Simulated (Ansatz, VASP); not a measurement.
# SnS2: VASP beside Ansatz, part 2 of 2

One calculation is typed for both programs; each brings its own data sets. How far apart do they land? The structure shown is the end of the Ansatz relaxation below.

VASP 6.6.1 and Ansatz 0.2.0.

So far: The structure; Ansatz: relaxation, PBEsol.

## (3) VASP: single point, PBEsol

Level of this step: PBEsol; plane waves and PAW (Sn_d, S) (VASP).

The same cell, functional, mesh and smearing now go to VASP, with its own data sets.

Lines of VASP's logs that name or quote its potential files are left out, and so is its time.

INCAR reads:

```
SYSTEM = SnS2
PREC = Accurate
ENCUT = 500
EDIFF = 1E-06
NELM = 120
ISMEAR = -1
SIGMA = 0.02
LREAL = .FALSE.
ALGO = Normal
GGA = PS
NBANDS = 64
LORBIT = 11
LWAVE = .FALSE.
LCHARG = .FALSE.
ISIF = 2
LASPH = .TRUE.
GGA_COMPAT = .FALSE.
EFERMI = MIDGAP
KPAR = 2
```

POSCAR reads:

```
SnS2
1.0
    7.2917670220      0.0000000000      0.0000000000
   -3.6458835110      6.3148554795      0.0000000000
    0.0000000000      0.0000000000     17.8984500000
Sn S
4 8
Direct
    0.0000000000      0.0000000000      0.5000000000
    0.0000000000      0.5000000000      0.5000000000
    0.5000000000      0.0000000000      0.5000000000
    0.5000000000      0.5000000000      0.5000000000
    0.3333333286      0.1666666714      0.4176435410
    0.1666666714      0.3333333286      0.5823564590
    0.3333333286      0.6666666714      0.4176435410
    0.1666666714      0.8333333286      0.5823564590
    0.8333333286      0.1666666714      0.4176435410
    0.6666666714      0.3333333286      0.5823564590
    0.8333333286      0.6666666714      0.4176435410
    0.6666666714      0.8333333286      0.5823564590
```

KPOINTS reads:

```
Automatic mesh
0
Gamma
5 5 2
0 0 0
```

The projector-augmented-wave data sets are Sn_d and S (PBE family, release 64).

Run with:

```sh
$ mpirun -np 2 vasp_std
```

Numbers of over 12 decimals in the logs are rounded to 6 here.

Log:

```text
[banner, memory and clock lines left out]
running    2 mpi-ranks, on    1 nodes
 distrk:  each k-point on    1 cores,    2 groups
 distr:  one band on    1 cores,    1 groups

 POSCAR found type information on POSCAR SnS
 POSCAR found :  2 types and      12 ions
|                                                                             |
|               ----> ADVICE to this user running VASP <----                  |
|                                                                             |
|     You enforced a specific xc type in the INCAR file but a different       |
|     [... a line on the potential file left out ...]
|     I HOPE YOU KNOW WHAT YOU ARE DOING!                                     |
|                                                                             |

 LDA part: xc-table for (Slater+PW92), standard interpolation
 POSCAR, INCAR and KPOINTS ok, starting setup
 FFT: planning ... GRIDC
 FFT: planning ... GRID_SOFT
 FFT: planning ... GRID
 WAVECAR not read
 entering main loop
       N       E                     dE             d eps       ncg     rms          rms(c)
DAV:   1     0.936945993730E+03    0.93695E+03   -0.43272E+04  1520   0.137E+03
DAV:   2     0.774245410855E+02   -0.85952E+03   -0.83962E+03  1560   0.321E+02
DAV:   3    -0.519185142405E+02   -0.12934E+03   -0.12856E+03  1568   0.153E+02
DAV:   4    -0.586202302534E+02   -0.67017E+01   -0.66612E+01  1616   0.382E+01
DAV:   5    -0.588634108156E+02   -0.24318E+00   -0.24287E+00  1856   0.680E+00    0.170E+01
DAV:   6    -0.571254899122E+02    0.17379E+01   -0.33102E+00  1808   0.130E+01    0.115E+01
DAV:   7    -0.570234134324E+02    0.10208E+00   -0.18421E+00  1680   0.581E+00    0.157E+00
DAV:   8    -0.569679041955E+02    0.55509E-01   -0.34666E-01  1760   0.375E+00    0.135E+00
DAV:   9    -0.569688534378E+02   -0.94924E-03   -0.20157E-02  1552   0.554E-01    0.373E-01
DAV:  10    -0.569686101559E+02    0.24328E-03   -0.29601E-03  1816   0.346E-01    0.282E-01
DAV:  11    -0.569685977556E+02    0.12400E-04   -0.10748E-03  1656   0.146E-01    0.549E-02
DAV:  12    -0.569686227192E+02   -0.24964E-04   -0.52678E-05  1824   0.416E-02    0.377E-02
DAV:  13    -0.569687008198E+02   -0.78101E-04   -0.12538E-04  1616   0.557E-02    0.310E-02
DAV:  14    -0.569687248593E+02   -0.24040E-04   -0.11538E-05  1432   0.134E-02    0.215E-02
DAV:  15    -0.569688639957E+02   -0.13914E-03   -0.43468E-05  1552   0.270E-02    0.284E-02
DAV:  16    -0.569689234349E+02   -0.59439E-04   -0.12901E-05  1328   0.880E-03    0.156E-02
DAV:  17    -0.569689410928E+02   -0.17658E-04   -0.37250E-06  1296   0.736E-03    0.762E-03
DAV:  18    -0.569689858431E+02   -0.44750E-04   -0.14683E-06  1104   0.328E-03    0.181E-03
DAV:  19    -0.569690117981E+02   -0.25955E-04   -0.57623E-07  1064   0.251E-03    0.382E-03
DAV:  20    -0.569690267328E+02   -0.14935E-04   -0.35529E-07  1032   0.208E-03    0.171E-03
DAV:  21    -0.569690318625E+02   -0.51297E-05   -0.22071E-07   976   0.113E-03    0.788E-04
DAV:  22    -0.569690338475E+02   -0.19850E-05   -0.11729E-07   976   0.879E-04    0.212E-04
DAV:  23    -0.569690342623E+02   -0.41482E-06   -0.43013E-08   880   0.543E-04
   1 F= -.56969034E+02 E0= -.56969034E+02  d E =-.335447E-17
```

Parts of OUTCAR (step 3):

```text
ion  position               nearest neighbor table
   1  0.000  0.000  0.500-   6 2.57  11 2.57   5 2.57  12 2.57   8 2.57   9 2.57   2 3.65   4 3.65
                             2 3.65   4 3.65   3 3.65   3 3.65
   2  0.000  0.500  0.500-   8 2.57   9 2.57   7 2.57  10 2.57   6 2.57  11 2.57   1 3.65   3 3.65
                             1 3.65   3 3.65   4 3.65   4 3.65
   3  0.500  0.000  0.500-   7 2.57  10 2.57   9 2.57   8 2.57   5 2.57  12 2.57   2 3.65   4 3.65
                             4 3.65   2 3.65   1 3.65   1 3.65
   4  0.500  0.500  0.500-   5 2.57  12 2.57  11 2.57   6 2.57   7 2.57  10 2.57   1 3.65   3 3.65
                             3 3.65   1 3.65   2 3.65   2 3.65
   5  0.333  0.167  0.418-   4 2.57   1 2.57   3 2.57
   6  0.167  0.333  0.582-   1 2.57   4 2.57   2 2.57
   7  0.333  0.667  0.418-   3 2.57   2 2.57   4 2.57
   8  0.167  0.833  0.582-   2 2.57   3 2.57   1 2.57
   9  0.833  0.167  0.418-   2 2.57   3 2.57   1 2.57
  10  0.667  0.333  0.582-   3 2.57   2 2.57   4 2.57
  11  0.833  0.667  0.418-   1 2.57   4 2.57   2 2.57
  12  0.667  0.833  0.582-   4 2.57   1 2.57   3 2.57

  LATTYP: Found a hexagonal cell.
 ALAT       =     7.2917670220
 C/A-ratio  =     2.4546107886

 Subroutine GETGRP returns: Found 12 space group operations
 (whereof 12 operations were pure point group operations)

The static configuration has the point symmetry D_3d.

 Found     10 irreducible k-points:

   k-points           NKPTS =     10   k-points in BZ     NKDIM =     10   number of bands    NBANDS=     64

   dimension x,y,z NGX =    54 NGY =   54 NGZ =  140
   dimension x,y,z NGXF=   108 NGYF=  108 NGZF=  280

   ENCUT  =  500.0 eV  36.75 Ry    6.06 a.u.  13.29 13.29 32.63*2*pi/ulx,y,z

   NELECT =     104.0000    total number of electrons

 k-points in reciprocal lattice and weights: Automatic mesh
   0.00000000  0.00000000  0.00000000       0.020
   0.20000000 -0.00000000  0.00000000       0.120
   0.40000000 -0.00000000  0.00000000       0.120
   0.20000000  0.20000000  0.00000000       0.120
   0.40000000  0.20000000  0.00000000       0.120
   0.00000000  0.00000000  0.50000000       0.020
   0.20000000 -0.00000000  0.50000000       0.120
   0.40000000 -0.00000000  0.50000000       0.120
   0.20000000  0.20000000  0.50000000       0.120
   0.40000000  0.20000000  0.50000000       0.120

 average (electrostatic) potential at core
       1-109.0875       2-109.0875       3-109.0875       4-109.0875       5 -93.3335
       6 -93.3335       7 -93.3335       8 -93.3335       9 -93.3335      10 -93.3335
      11 -93.3335      12 -93.3335

 E-fermi :  -2.2830

 k-point     1 :       0.0000    0.0000    0.0000
  band No.  band energies     occupation
    ...
     48      -3.3154      2.00000
     49      -3.3154      2.00000
     50      -3.3154      2.00000
     51      -3.1369      2.00000
     52      -3.1369      2.00000
     53      -1.5120      0.00000
     54      -1.5120      0.00000
     55      -1.5120      0.00000
     56      -0.5629      0.00000
     57       0.7089      0.00000
    ...

 k-point     2 :       0.2000   -0.0000    0.0000
  band No.  band energies     occupation
    ...
     48      -3.5763      2.00000
     49      -3.4729      2.00000
     50      -3.4729      2.00000
     51      -3.2756      2.00000
     52      -3.0539      2.00000
     53      -1.3158      0.00000
     54      -1.0759      0.00000
     55      -1.0759      0.00000
     56      -0.1693      0.00000
     57       1.2564      0.00000
    ...

 k-point     3 :       0.4000   -0.0000    0.0000
  band No.  band energies     occupation
    ...
     48      -3.6300      2.00000
     49      -3.4092      2.00000
     50      -3.4092      2.00000
     51      -3.1744      2.00000
     52      -3.0690      2.00000
     53      -0.7813      0.00000
     54      -0.4210      0.00000
     55      -0.4210      0.00000
     56      -0.1627      0.00000
     57       1.7222      0.00000
    ...

  Total       -0.1346311     -0.1346311     -0.0931744      0.0000000     -0.0000000      0.0000000
  in kB       -0.2617244     -0.2617244     -0.1811323      0.0000000     -0.0000000      0.0000000
  external PRESSURE =      -0.2348604 kB  Pullay stress =       0.0000000 kB

  energy-cutoff  :      500.00
  volume of cell :      824.16
      direct lattice vectors                 reciprocal lattice vectors
     7.291767022  0.000000000  0.000000000     0.137140970  0.079178376  0.000000000
    -3.645883511  6.314855480  0.000000000     0.000000000  0.158356752  0.000000000
     0.000000000  0.000000000 17.898450000     0.000000000  0.000000000  0.055870760

 POSITION                                       TOTAL-FORCE (eV/Angst)
 -----------------------------------------------------------------------------------
      0.00000      0.00000      8.94923         0.000000     -0.000000     -0.000000
     -1.82294      3.15743      8.94923         0.000000     -0.000000     -0.000000
      3.64588      0.00000      8.94923         0.000000     -0.000000     -0.000000
      1.82294      3.15743      8.94923         0.000000     -0.000000     -0.000000
      1.82294      1.05248      7.47517         0.000000     -0.000000     -0.002109
      0.00000      2.10495     10.42328        -0.000000      0.000000      0.002109
     -0.00000      4.20990      7.47517         0.000000     -0.000000     -0.002109
     -1.82294      5.26238     10.42328        -0.000000     -0.000000      0.002109
      5.46883      1.05248      7.47517        -0.000000     -0.000000     -0.002109
      3.64588      2.10495     10.42328        -0.000000      0.000000      0.002109
      3.64588      4.20990      7.47517         0.000000     -0.000000     -0.002109
      1.82294      5.26238     10.42328        -0.000000      0.000000      0.002109
 -----------------------------------------------------------------------------------
    total drift:                               -0.000000     -0.000000      0.000000

  FREE ENERGIE OF THE ION-ELECTRON SYSTEM (eV)
  ---------------------------------------------------
  free  energy   TOTEN  =       -56.9690342623 eV

  energy  without entropy=      -56.9690342623  energy(sigma->0) =      -56.96903426

 total charge
# of ion       s       p       d       tot
------------------------------------------
    1        1.018   1.060  10.151  12.228
    2        1.018   1.060  10.151  12.228
    3        1.018   1.060  10.151  12.228
    4        1.018   1.060  10.151  12.228
    5        1.358   2.320   0.000   3.678
    6        1.358   2.320   0.000   3.678
    7        1.358   2.320   0.000   3.678
    8        1.358   2.320   0.000   3.678
    9        1.358   2.320   0.000   3.678
   10        1.358   2.320   0.000   3.678
   11        1.358   2.320   0.000   3.678
   12        1.358   2.320   0.000   3.678
--------------------------------------------------
tot         14.937  22.798  40.603  78.337

[... 3 further parts left out ...]
```

The run ends at a pressure of -0.02 GPa, with forces up to 0.0021 eV/Å.

## (4) Comparison

Known differences besides the potentials themselves: the cutoff is 600 eV in Ansatz and 500 eV in VASP; Ansatz makes its cores anew for this functional, VASP keeps those of its PBE data sets; Ansatz's pressure holds a Pulay correction, VASP's none. Total energies have different zeros and are not compared.

Compared:

```
              quantity  Ansatz   VASP  difference
        pressure (GPa)    0.00  -0.02       +0.02
gap on the k mesh (eV)   1.540  1.542      -0.002
```

At this near-relaxed geometry the largest component of a force difference is 2 meV/Å. A gap on the mesh is an upper bound, since the band edges may lie between its points. With vacuum in the cell, a pressure given here is an average over mostly empty space and none of the material.

## (5) What came out

```
difference in gap on the k mesh (single point, PBEsol) : -0.0020 eV
```

The difference in gap on the k mesh is -0.0020 eV (single point, PBEsol), within the 0.08 eV picked in this series as the mark of a large difference. How closely two codes agree says nothing of how well the functional describes the real material.

[Lines on the potential files, build, host, timing and source positions are cut from VASP's logs without a mark.]

[Logs are printed without paths, hosts, clocks, repeated set-up lines and the standing remarks that a program may print on its own settings, such as how far it seeks lower states.]

[Hosts, paths, dates, database ids (printed as entryN), source tags and the programs' standing remarks are cut or masked in the printed files.]
